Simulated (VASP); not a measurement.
Calculation: PBE0 hybrid, VASP's PBE PAW potentials (set 64) (plane waves; VASP).

A VASP calculation is set up with these files.

**KPOINTS**
```
kpoints
0
Gamma
6 6 6
0 0 0
```

**POSCAR**
```
CuI
1.0
  0.0000000000   2.9462640198   2.9462640198
  2.9462640198   0.0000000000   2.9462640198
  2.9462640198   2.9462640198   0.0000000000
Cu I
1 1
Cartesian
  0.0000000000   0.0000000000   0.0000000000
  1.4731320099   1.4731320099   1.4731320099
```

### INCAR
```
LASPH = .TRUE.   # aspherical one-centre terms
ALGO = Normal   # blocked Davidson
LHFCALC = .TRUE.
LCHARG = .FALSE.
SYSTEM = CuI
ENCUT = 520   # plane-wave cut-off (eV)
ISYM = 3
NELM = 60
LREAL = .FALSE.   # projection in real space or not
PREC = Accurate
PRECFOCK = Fast
ISIF = 2
LWAVE = .FALSE.
SIGMA = 0.05   # width (eV)
AEXX = 0.25
EDIFF = 1E-6   # SCF stop (eV)
HFRCUT = -1
GGA = PE
ISMEAR = 0
LMAXMIX = 4   # l cut-off of mixed one-centre charges
```

POTCAR, in this order: Cu I (PBE.64 set). Program: vasp_std. Read from the step before: WAVECAR.

What VASP printed:

**OSZICAR**
```
       N       E                     dE             d eps       ncg     rms          rms(c)
DAV:   1    -0.697301014924E+01   -0.69730E+01   -0.83857E-01   616   0.387E+01    0.304E+00
DAV:   2    -0.691399925964E+01    0.59011E-01   -0.53732E-01   496   0.306E+01    0.283E+00
DAV:   3    -0.692797079665E+01   -0.13972E-01   -0.47734E-02   535   0.227E+00    0.188E+00
DAV:   4    -0.692605892389E+01    0.19119E-02   -0.99082E-03   496   0.436E+00    0.108E+00
DAV:   5    -0.692622972947E+01   -0.17081E-03   -0.82159E-04   529   0.356E-01    0.659E-01
DAV:   6    -0.692616311496E+01    0.66615E-04   -0.28481E-04   491   0.682E-01    0.393E-01
DAV:   7    -0.692615800900E+01    0.51060E-05   -0.32661E-05   644   0.118E-01    0.217E-01
DAV:   8    -0.692615454034E+01    0.34687E-05   -0.76237E-06   516   0.956E-02    0.127E-01
DAV:   9    -0.692615393724E+01    0.60311E-06   -0.13235E-06   293   0.272E-02
   1 F= -.69261539E+01 E0= -.69261539E+01  d E =-.107624E-12
```

**OUTCAR**
```
------------------------ aborting loop because EDIFF is reached ----------------------------------------
  FORCE on cell =-STRESS in cart. coord.  units (eV):
  Direction    XX          YY          ZZ          XY          YZ          ZX
  --------------------------------------------------------------------------------------
  Total        1.4293090      1.4293090      1.4293090     -0.0000000     -0.0000000     -0.0000000
  in kB       44.7704767     44.7704767     44.7704767     -0.0000000     -0.0000000     -0.0000000
  external PRESSURE =      44.7704767 kB  Pullay stress =       0.0000000 kB
  volume of cell :       51.15
      direct lattice vectors                 reciprocal lattice vectors
     0.000000000  2.946264020  2.946264020    -0.169706447  0.169706447  0.169706447
     2.946264020  0.000000000  2.946264020     0.169706447 -0.169706447  0.169706447
     2.946264020  2.946264020  0.000000000     0.169706447  0.169706447 -0.169706447
  FREE ENERGIE OF THE ION-ELECTRON SYSTEM (eV)
  ---------------------------------------------------
  free  energy   TOTEN  =        -6.9261539372 eV

  energy  without entropy=       -6.9261539372  energy(sigma->0) =       -6.92615394

  exchange ACFDT corr.  =         0.00000000  see jH, gK, PRB 81, 115126
```
(Selected blocks of OUTCAR.)

The compound is CuI in the zinc blende structure. This cell is one point of a volume scan, at 0.91 of the reference volume. The cell's shape comes from a PBE relaxation.
